Q: I have nickel at seven volumes here. Which round numbers should I remember from it?

VASP 6.6.1 calculations of ferromagnetic fcc nickel (one atom per cell) at fixed volumes, using PBE with collinear spins and the recommended PAW potentials. The plane-wave cutoff is 520 eV, the k mesh 20 × 20 × 20 and the Methfessel-Paxton smearing width 0.2 eV. Pressure is positive in compression.

```
volume (Å³/atom)  shortest distance (Å)  pressure (GPa)  cell moment (μB)
           9.905                  2.411          23.380             0.620
          10.232                  2.437          14.170             0.620
          10.558                  2.462           6.460             0.630
          10.885                  2.488          -0.010             0.630
          11.211                  2.512          -5.420             0.630
          11.538                  2.536          -9.950             0.640
          11.864                  2.560         -13.730             0.640
```

A: Near zero pressure, taking one per cent off the volume costs about 2 GPa, or twenty thousand atmospheres. The same one per cent changes the magnetic moment by only about 0.2 per cent. The contrast has a simple root. Pressure follows how strongly the electron clouds of neighbouring atoms overlap, and that changes quickly with distance. The moment follows how many electrons sit in which levels, and that hardly changes at all.

Q: What does a negative pressure mean, and where is nickel at rest?

A: The pressure is what must act from outside to hold the cell at the given volume. The three smallest cells have to be squeezed, and the three largest have to be pulled. At 10.885 Å³ per atom the pressure is practically zero, so this is the equilibrium volume in PBE, with the atoms at rest. Thermal vibration is not included, and at room temperature it would make the metal slightly larger and softer.

Volume exaggerates how far the atoms really move. The shortest distance goes with the cube root of the volume, so a change of 9 per cent in volume is only about 3 per cent in distance. Small shifts of the atoms thus go with very large pressures.

Q: Nine per cent smaller needs 23.4 GPa, but nine per cent larger needs a pull of only 13.7 GPa. Why is squeezing harder?

A: Two tendencies balance at equilibrium. The d electrons form bonds between neighbours and pull the atoms together. The s and p electrons push outward, because confining them to less space raises their kinetic energy and presses them against the inner shells. When the metal shrinks, both grow, but the push grows faster. When it expands, both fade, and the net pull gains less and less with each step. This is the standard picture of a transition metal; the table gives only the sum of the two tendencies, not each one.

A molecule of two atoms, such as N₂, behaves in the same way: its bond resists shortening more than it resists stretching. The likeness covers the bend of the curve and no more. In nickel each atom shares its electrons with twelve neighbours, so the size of the pressure can't be read from a single bond.

Q: Can I estimate these pressures by hand?

A: Yes, with the bulk modulus B, which is the pressure needed per relative loss of volume. Take the two rows on either side of equilibrium, where V is the volume, V₀ its equilibrium value and P the pressure:

B = −V₀ ΔP/ΔV = 10.885 × (6.46 + 5.42) / (11.211 − 10.558) ≈ 198 GPa

If the metal were an ideal spring, the pressure would follow a straight line through the equilibrium volume:

P = B (V₀ − V)/V₀

For the smallest cell this gives 198 × (10.885 − 9.905)/10.885 ≈ 17.8 GPa.

The smallest cell was not used to find B, so it is a real test, and the estimate falls short by about a quarter of the calculated pressure. For the largest cell the line overstates the pull by about 30 per cent. At 3 per cent from equilibrium it is still within 10 per cent, though those two rows set its slope.

The line fails because the stiffness itself changes. Applying the same formula to neighbouring rows, with their mean volume in place of V₀, gives 284 GPa between the two smallest cells and 136 GPa between the two largest. Nickel's resistance to a further change of volume thus halves across the table. A single modulus is therefore good for changes of a few per cent in volume and misleading beyond.

Q: How many digits of B can I trust, and are the pressures themselves sound?

A: For B, two. If the slope is taken from the next rows outward, 198 GPa becomes 201 GPa, so "about 200" is the honest value. The difference isn't noise. Rows at equal distances on either side of equilibrium cancel a steady bend of the curve, but this curve bends more strongly at small volumes than at large ones.

The pressures can be held against the total energies of the same runs. Adding up mean pressure times volume change, step by step, gives 66 meV per atom for the way from equilibrium to the smallest cell, while the energies give 65 meV. For the way to the largest cell the two values are 45 and 46 meV. The small gaps have the direction expected when a curve is replaced by straight pieces. This shows that pressures and energies agree with each other; it doesn't show how close PBE comes to real nickel.

Q: The cell moment stays at 0.62, then at 0.63, then at 0.64. Does the magnetism change in steps?

A: No, the steps come from rounding. With more digits, the moment of these runs rises smoothly from 0.6175 to 0.6425 Bohr magnetons. Each row adds about 0.004, which is less than one unit of the second decimal. The table's moments are rounded to that decimal, and the zero after it is only padding. The whole rise is 4 per cent, while the volume grows by 20 per cent.

I would trust the smallness of this rise more than its exact size. Some of the levels that carry the moment lie within 0.2 eV of the Fermi level, the energy up to which levels are filled. That is no more than the smearing width, which blurs the edge between filled and empty levels. A smaller width and a denser k mesh would be the settings to change first, and neither has been tried here.

Q: Why does the moment barely react, when the pressure reacts so strongly?

A: Because the moment is almost a matter of counting. Nickel has ten valence electrons, and the d shell has five places for each spin direction. In a strong ferromagnet such as nickel, the d places of the majority spin are nearly full, and the missing electrons, or holes, are in the minority spin. Let h be the number of these holes and n the number of s and p electrons, shared about equally between the two spins. Then

ten electrons in all: 5 + (5 − h) + n = 10, so h = n

moment ≈ 5 − (5 − h) = h

The count treats each level as purely d or purely s and p. In the metal they mix, so the roughly 8.3 d electrons that the program finds in its sphere around each atom don't give h directly.

The energy gap between the two spin directions doesn't appear in this result. As long as the majority d levels stay below the Fermi level, a change of the gap moves hardly any electrons. To change the moment, electrons must pass between the d levels and the s and p levels. Few are expected to do so, because the s and p levels are spread over many electronvolts and only a small share of them lies near the Fermi level.

The energy levels of two of the runs, at 10.232 and 11.538 Å³ per atom, fit this picture. On expansion, the spacing between the two groups of d levels at the centre of the Brillouin zone shrinks by 15 to 19 per cent, because the overlap weakens. The gap between the spins at the same point grows by no more than about 3 per cent. At the zone-boundary point L, the upper majority d levels stay about 0.6 eV below the Fermi level, and their minority partners stay just above it. These are only a few points of the zone, so they support the count without proving it. PBE is also known to make the gap between the spins in nickel clearly larger than photoemission finds, so the exact distances from the Fermi level shouldn't be taken for those of the real metal. The moment should suffer little from this, since the gap doesn't enter the count.

The count explains why the moment is stiff, but not why it still rises by 4 per cent. In the terms of the count, two or three hundredths of an electron per atom would have to pass from the d levels to the s and p levels as the metal expands. Weaker mixing between these levels may play a part, but that is a guess, and the few levels looked at here don't settle it.

Q: What would change if I replaced nickel by one of its neighbours?

A: Count again. Copper has one electron more, which is enough to fill the d shell for both spins, and its moment vanishes. Cobalt has one electron less and is also a strong ferromagnet, so its minority spin should have one more hole, and the moment should be about 0.63 + 1 ≈ 1.6 Bohr magnetons. That is roughly what cobalt is known to have.

With ordinary body-centred iron the count breaks down, because its d shell has holes in both spin directions. There the gap between the spins does decide how many electrons change sides, so the moment is more sensitive to volume. The question to ask of any such metal is whether the d levels of one spin direction are already full. If they are, squeezing changes the energies of the levels far more than their filling.
